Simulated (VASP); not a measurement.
Computed with r2SCAN meta-GGA, VASP's PBE PAW potentials (set 64) (plane waves; VASP).

VASP ran on this input.

**KPOINTS**
```
kpoints
0
Gamma
  12 12 12
0 0 0
```

KPOINTS_OPT:
```
k-points along high-symmetry lines
10
Line-mode
Reciprocal
  0.000000   0.000000   0.000000 ! GAMMA
  0.000000   0.500000   0.000000 ! X

  0.000000   0.500000   0.000000 ! X
  0.500000   0.500000   0.000000 ! M

  0.500000   0.500000   0.000000 ! M
  0.000000   0.000000   0.000000 ! GAMMA

  0.000000   0.000000   0.000000 ! GAMMA
  0.500000   0.500000   0.500000 ! R

  0.500000   0.500000   0.500000 ! R
  0.000000   0.500000   0.000000 ! X

  0.500000   0.500000   0.500000 ! R
  0.500000   0.500000   0.000000 ! M
```

**INCAR**
```
! general
SYSTEM  = RuTe
PREC    = Accurate
ENCUT   = 400
LREAL   = .FALSE.
LASPH   = .TRUE.

! electronic loop
EDIFF   = 1E-7
NELM    = 100
ALGO    = Normal
LMAXMIX = 4
LMIXTAU = .TRUE.

! smearing
ISMEAR  = -5

! functional
METAGGA = R2SCAN

! ions
ISIF    = 2

! output
LWAVE   = .FALSE.
LCHARG  = .FALSE.
LORBIT  = 11
NEDOS   = 601
```

File POSCAR:
```
RuTe
1
    3.2995436932    -0.0000000000    -0.0000000000
   -0.0000000000     3.2995436932    -0.0000000000
   -0.0000000000    -0.0000000000     3.2995436932
Ru Te
1 1
Direct
  0.0000000000   0.0000000000   0.0000000000
  0.5000000000   0.5000000000   0.5000000000
```

POTCAR, in this order: Ru_pv Te (PBE.64 set). Program: vasp_std.

The run wrote:

File OSZICAR:
```
       N       E                     dE             d eps       ncg     rms          rms(c)
DAV:   1     0.728536560451E+02    0.72854E+02   -0.10087E+04  2576   0.113E+03
DAV:   2    -0.523789215474E+02   -0.12523E+03   -0.12329E+03  2820   0.308E+02
DAV:   3    -0.552693042446E+02   -0.28904E+01   -0.28591E+01  2822   0.470E+01
DAV:   4    -0.553029356377E+02   -0.33631E-01   -0.33760E-01  3102   0.502E+00
DAV:   5    -0.553036362967E+02   -0.70066E-03   -0.70100E-03  3030   0.578E-01    0.149E+01
DAV:   6    -0.499443210099E+02    0.53593E+01   -0.37702E+00  2376   0.232E+01    0.704E+00
DAV:   7    -0.498063409936E+02    0.13798E+00   -0.10225E+00  2628   0.107E+01    0.471E+00
DAV:   8    -0.498633246874E+02   -0.56984E-01   -0.71637E-02  2484   0.253E+00    0.213E+00
DAV:   9    -0.498521860929E+02    0.11139E-01   -0.14272E-01  2670   0.373E+00    0.555E-01
DAV:  10    -0.498593718015E+02   -0.71857E-02   -0.59968E-02  2670   0.198E+00    0.379E-01
DAV:  11    -0.498697060870E+02   -0.10334E-01   -0.20785E-02  2664   0.110E+00    0.997E-02
DAV:  12    -0.498700828944E+02   -0.37681E-03   -0.26575E-04  2718   0.143E-01    0.692E-02
DAV:  13    -0.498698876700E+02    0.19522E-03   -0.56563E-05  2778   0.789E-02    0.632E-02
DAV:  14    -0.498705101384E+02   -0.62247E-03   -0.50196E-04  2724   0.209E-01    0.639E-02
DAV:  15    -0.498705225122E+02   -0.12374E-04   -0.17648E-05  2592   0.347E-02    0.514E-02
DAV:  16    -0.498705225856E+02   -0.73406E-07   -0.26015E-07  3224   0.416E-03
   1 F= -.49870523E+02 E0= -.49870523E+02  d E =0.000000E+00
       N       E                     dE             ncg
```

File OUTCAR:
```
------------------------ aborting loop because EDIFF is reached ----------------------------------------
  FORCE on cell =-STRESS in cart. coord.  units (eV):
  Direction    XX          YY          ZZ          XY          YZ          ZX
  --------------------------------------------------------------------------------------
  Total       -0.0712061     -0.0712061     -0.0712061     -0.0000000     -0.0000000     -0.0000000
  in kB       -3.1758946     -3.1758946     -3.1758946     -0.0000000     -0.0000000     -0.0000000
  external PRESSURE =      -3.1758946 kB  Pullay stress =       0.0000000 kB
  volume of cell :       35.92
      direct lattice vectors                 reciprocal lattice vectors
     3.299543693  0.000000000  0.000000000     0.303072210  0.000000000  0.000000000
     0.000000000  3.299543693  0.000000000     0.000000000  0.303072210  0.000000000
     0.000000000  0.000000000  3.299543693     0.000000000  0.000000000  0.303072210
 POSITION                                       TOTAL-FORCE (eV/Angst)
 -----------------------------------------------------------------------------------
      0.00000      0.00000      0.00000         0.000000      0.000000      0.000000
      1.64977      1.64977      1.64977         0.000000      0.000000      0.000000
 -----------------------------------------------------------------------------------
    total drift:                               -0.000000      0.000000      0.000000
  FREE ENERGIE OF THE ION-ELECTRON SYSTEM (eV)
  ---------------------------------------------------
  free  energy   TOTEN  =       -49.8705225856 eV

  energy  without entropy=      -49.8705225856  energy(sigma->0) =      -49.87052259

 total charge

# of ion       s       p       d       tot
------------------------------------------
    1        0.236   6.160   6.186  12.581
    2        1.414   1.835   0.145   3.394
--------------------------------------------------
tot          1.650   7.994   6.330  15.975
```
(Selected blocks of OUTCAR.)

### OUTCAR
```
 val. band max:       12.2742811719   @ k =   0.5000   0.5000   0.3333

 cond. band min:      12.0686597518   @ k =   0.3333   0.3333   0.0833


 Fermi energy:        12.1340652081

 k-point     1 :       0.0000    0.0000    0.0000
  band No.  band energies     occupation
      1     -31.6437      2.00000
      2     -31.6437      2.00000
      3     -31.6437      2.00000
      4      -3.4367      2.00000
      5       8.4463      2.00000
      6       8.4463      2.00000
      7      11.0993      2.00000
      8      11.0993      2.00000
      9      11.0993      2.00000
     10      11.1254      2.00000
     11      11.1254      2.00000
     12      11.1254      2.64150
     13      16.6795      0.00000
     14      20.0854      0.00000

 k-point     2 :       0.0833    0.0000    0.0000
  band No.  band energies     occupation
      1     -31.6499      2.00000
      2     -31.6438      2.00000
      3     -31.6438      2.00000
      4      -3.3429      2.00000
      5       8.2106      2.00000
      6       8.4780      2.00000
      7      10.3678      2.00000
      8      10.3678      2.00000
      9      10.8651      2.00000
     10      11.1043      2.00000
     11      11.9506      1.63891
     12      11.9506      1.09914
     13      17.1256      0.00000
     14      19.9039      0.00000

 k-point     3 :       0.1667    0.0000    0.0000
  band No.  band energies     occupation
      1     -31.6650      2.00000
      2     -31.6424      2.00000
      3     -31.6424      2.00000
      4      -3.0681      2.00000
      5       7.3572      2.00000
      6       8.5671      2.00000
      7       9.7300      2.00000
      8       9.7300      2.00000
      9      10.7067      2.00000
     10      11.1183      2.00000
     11      12.8716     -0.18296
     12      12.8716     -0.04689
     13      17.8118      0.00000
     14      19.4344      0.00000

 k-point     4 :       0.2500    0.0000    0.0000
  band No.  band energies     occupation
...
```

For a metal the tetrahedron method with Blöchl corrections gives inexact stress and forces. Unless said otherwise, spin-orbit coupling is left out, though it shifts the bands of the heavy elements here.

The structure was generated: RuTe was put into the CsCl type type (Pm-3m), which need not be its known phase. It was relaxed first, which changed the volume by -29 %.
